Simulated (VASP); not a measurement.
Calculation: LDA (Ceperley-Alder, Perdew-Zunger), VASP's LDA PAW potentials (set 64) (plane waves; VASP).

The input files of a VASP run:

File KPOINTS:
```
K-points
0
G
4 4 4
```

**POSCAR**
```
InP
1
    0.0000000000     2.9350000000     2.9350000000
    2.9350000000     0.0000000000     2.9350000000
    2.9350000000     2.9350000000     0.0000000000
In P
1 1
Direct
  0.0000000000   0.0000000000   0.0000000000
  0.2500000000   0.2500000000   0.2500000000
```

**INCAR**
```
! general
SYSTEM =InP
PREC   =Accurate
ENCUT  =300
LREAL  =F
LASPH  =T

! electronic loop
EDIFF  =1E-6
NELM   =100
ALGO   =Normal
LMAXMIX=4

! smearing
ISMEAR =-1
SIGMA  =0.02

! ions
ISIF   =2

! output
LWAVE  =F
LCHARG =F
```

POTCAR, in this order: In_d P (LDA.64 set). Program: vasp_std.

Problem. What will the output report for the number of irreducible k-points (NKPTS), largest plane-wave count, number of space-group operations, FFT grid (NGX, NGY, NGZ)?

Solution. 
- number of irreducible k-points (NKPTS): 8
- largest plane-wave count: 609
- number of space-group operations: 24
- FFT grid (NGX, NGY, NGZ): 24 × 24 × 24

The structure is a typed InP crystal (F-43m). The cell was not relaxed at this level. The k-mesh is coarse (spacing up to 0.46 per Å, 2π included), so the numbers may not be converged in it. The run is one of a series of settings (KPOINTS 4×4×4 Γ-centred mesh against the base run), some of them coarse on purpose.
